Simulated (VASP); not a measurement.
Input for VASP

### INCAR
```
SYSTEM = Sn
PREC = Accurate
ENCUT = 550
EDIFF = 1E-6
NELM = 100
ALGO = Normal
LREAL = .FALSE.
LASPH = .TRUE.
ISMEAR = 1
SIGMA = 0.1
GGA = PE
LMAXMIX = 4
LWAVE = .FALSE.
LCHARG = .FALSE.
ISIF = 2
```

File KPOINTS:
```
Automatic mesh
0
G
12 12 12
0 0 0
```

### POSCAR
```
Sn
1
   -2.8635000000     2.8411840000     1.5992990000
    2.8635000000    -2.8411840000     1.5992990000
    2.8635000000     2.8411840000    -1.5992990000
Sn
2
Direct
  0.2500000000   0.7500000000   0.5000000000
 -0.0000000000   0.0056100000   0.0056100000
```

POTCAR, in this order: Sn_d (PBE.64 set). Program: vasp_std.

**Question.** Translate this PBE calculation to Ansatz.

**Answer.** One equivalent input (not run):
Ansatz 0.2 input:
```yaml
crystal:
  lattice:
    - [-2.8635000, 2.8411840, 1.5992990]
    - [2.8635000, -2.8411840, 1.5992990]
    - [2.8635000, 2.8411840, -1.5992990]
  atoms:
    - { symbol: Sn, position: [0.2500000, 0.7500000, 0.5000000] }
    - { symbol: Sn, position: [0.0000000, 0.0056100, 0.0056100] }
kpoints:
  mp_grid: { grid: [12, 12, 12] }
hamiltonian:
  xc: pbe
  pseudopotentials: { kind: paw }
scf:
  occupations: { method: methfessel_paxton, width: 0.1 }
  max_iter: 100
output: { forces: true, stress: true, eigenvalues: true }
```
What does not carry over: each code has its own PAW files, so the cut-off isn't converted (ENCUT is set for VASP's; basis.ecutwfc is left out, and Ansatz then takes the one that its files recommend); Ansatz stops its SCF on the density residual and VASP on the energy change (EDIFF).

The compound is Sn in the beta structure. The cell was not relaxed at this level. The run is one of a series of settings (ENCUT = 550 against the base run), some of them coarse on purpose.
